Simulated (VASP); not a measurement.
**K3Pd: single point with PBE**

The system is K3Pd.

```
CELL_PARAMETERS angstrom
5.44501 0.00000 0.00000
0.00000 5.44501 0.00000
0.00000 0.00000 5.44501
ATOMIC_POSITIONS crystal
K 0.50000 0.50000 0.00000
K 0.50000 0.00000 0.50000
K 0.00000 0.50000 0.50000
Pd 0.00000 0.00000 0.00000
```

The cell comes from a database or a generator and needn't be the stable form of this composition.

```yaml
Program: VASP 6.6.1
Task: single point
Functional: PBE
Potentials_or_basis: VASP PAW PBE potentials, release 64 (K_sv, Pd)
Cutoff: 520 eV
k_mesh: 4 × 4 × 4
Occupations: gaussian, width 0.1 eV
Spin: no spin polarisation
```

```json
{
 "Pressure": "0.0 GPa",
 "Band gap on the k mesh": "none (metal or under the smearing width)"
}
```

Levels at points of the mesh, in eV from the Fermi level:
```tsv
k point	band 16	band 17	band 18	band 19	band 20	band 21
(0.00, 0.00, 0.00)	-1.18	-1.18	-1.18	0.17	2.71	2.71
(0.50, 0.00, 0.00)	-1.15	-1.15	-1.10	-0.96	1.45	2.36
(0.50, 0.50, 0.00)	-1.15	-1.03	-0.79	0.21	0.21	0.50
(0.50, 0.50, 0.50)	-1.05	-1.05	-0.74	1.38	1.49	1.49
```

It took 43 s on 1 thread of Intel(R) Xeon(R) Platinum 8488C (Sapphire Rapids), on a shared host, peak memory 0.24 GiB.
